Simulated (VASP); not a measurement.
A run of VASP 6.6.1:

File INCAR:

```
PREC     = Accurate       # precision mode
ENCUT    = 520            # plane-wave cutoff, eV
EDIFF    = 1E-6           # SCF threshold, eV
ISMEAR   = -1             # smearing method
SIGMA    = 0.05           # smearing width, eV
LREAL    = False          # projectors in reciprocal space
LASPH    = True           # aspherical terms in the spheres
NELM     = 100            # most SCF steps
ALGO     = Fast           # electronic algorithm
ISIF     = 2              # what is computed and relaxed
LWAVE    = False          # write WAVECAR
LCHARG   = True           # write CHGCAR
LDIPOL   = True         
IDIPOL   = 3            
DIPOL    = 0.5 0.5 0.500
GGA      = 91             # functional
LELF     = True           # ELF
LVHAR    = True         
LVACPOTAV= True
```

Contents of KPOINTS:

```
regular mesh
0
Gamma
  6 6 1
```

POSCAR

```
TaAs
1.0
    3.4436267244      0.0000000000      0.0000000000
    0.0000000000      3.4436267244      0.0000000000
    0.0000000000      0.0000000000     24.7720569659
Ta As
4 4
Direct
    0.5000000000      0.5000000000      0.3027604857
    0.0000000000      0.5000000000      0.4211992077
    0.0000000000      0.0000000000      0.5396379297
    0.5000000000      0.0000000000      0.6580766517
    0.0000000000      0.0000000000      0.3419233483
    0.5000000000      0.0000000000      0.4603620703
    0.5000000000      0.5000000000      0.5788007923
    0.0000000000      0.5000000000      0.6972395143
```

Potentials or basis: VASP PAW PBE potentials, release 64 (Ta_pv, As).

The run is started by

```bash
$ cat potpaw_PBE.64/Ta_pv/POTCAR potpaw_PBE.64/As/POTCAR > POTCAR
$ mpirun -np 1 vasp_std > vasp.out
```

Hardware: 1 thread of Intel(R) Xeon(R) Platinum 8488C (Sapphire Rapids), on a shared host.

Q: How long does it take, and how much memory?

A: It took 4.8 min on 1 thread of Intel(R) Xeon(R) Platinum 8488C (Sapphire Rapids), on a shared host, peak memory 0.46 GiB. Counts: scf iterations 29, k points 16.
